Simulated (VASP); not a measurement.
An input for Quantum ESPRESSO's pw.x (written as the equivalent of a VASP run, and not itself run):

```
&CONTROL
  calculation = 'scf'
  pseudo_dir = './pseudo'
  outdir = './out'
  tprnfor = .true.
  tstress = .true.
/
&SYSTEM
  ibrav = 0
  nat = 1
  ntyp = 1
  ecutwfc = 68
  occupations = 'smearing'
  smearing = 'gaussian'
  degauss = 0.003675
  input_dft = 'pbe'
/
&ELECTRONS
  conv_thr = 7.3e-09
  electron_maxstep = 100
/
ATOMIC_SPECIES
  Sr 87.620 Sr.upf
CELL_PARAMETERS angstrom
     0.0000000    3.0092283    3.0092283
     3.0092283    0.0000000    3.0092283
     3.0092283    3.0092283    0.0000000
ATOMIC_POSITIONS crystal
  Sr   0.0000000  0.0000000  0.0000000
K_POINTS automatic
  8 8 8 0 0 0
```

**Question.** Translate this input to VASP (INCAR, KPOINTS, POSCAR, choice of POTCAR).

**Answer.** One answer among several that fit: 
INCAR:
```
SYSTEM=Sr
PREC=Accurate; ENCUT=480; LREAL=.FALSE.
LASPH=.TRUE.
EDIFF=1E-7; NELM=100; ALGO=Normal
LMAXMIX=4
ISMEAR=0; SIGMA=0.05
GGA=PE
ISIF=2
LWAVE=.FALSE.; LCHARG=.FALSE.
```

### POSCAR
```
Sr
1
    0.0000000000     3.0092282540     3.0092282540
    3.0092282540     0.0000000000     3.0092282540
    3.0092282540     3.0092282540     0.0000000000
Sr
1
Direct
  0.0000000000   0.0000000000   0.0000000000
```

**KPOINTS**
```
Automatic mesh
0
Gamma
8 8 8
0 0 0
```

POTCAR, in this order: Sr_sv (PBE.64 set). Program: vasp_std.

The two are equivalent in intent, not identical: the potentials are each code's own (VASP's PAW set, PseudoDojo norm-conserving files in pw.x), so ENCUT and ecutwfc are chosen apart and not converted; conv_thr bounds pw.x's estimated SCF error, while EDIFF bounds the energy change between steps.

The compound is Sr in the fcc structure. It was relaxed first.
